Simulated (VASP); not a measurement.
Input:

```yaml
crystal:
  lattice:
    - [0.00000, 2.77999, 2.77999]
    - [2.77999, 0.00000, 2.77999]
    - [2.77999, 2.77999, 0.00000]
  atoms:
    - { symbol: Ge, position: [0.00000, 0.00000, 0.00000] }
    - { symbol: Ge, position: [0.25000, 0.25000, 0.25000] }
```

Computed with AM05 GGA, VASP's PBE PAW potentials (set 64) (plane waves; VASP). Run with 520 eV cut-off, 11×11×11 Γ-centred mesh, first-order Methfessel-Paxton smearing of 0.10 eV, potentials Ge_d.

### Question
Give the stress tensor in GPa (positive for a compressed cell).

### Answer

```
4.84  0.00  0.00
0.00  4.84  0.00
0.00  0.00  4.84
```
The pressure is its mean diagonal, 4.84 GPa.

The compound is Ge in the diamond structure. This cell is one point of a volume scan, at 0.94 of the reference volume.
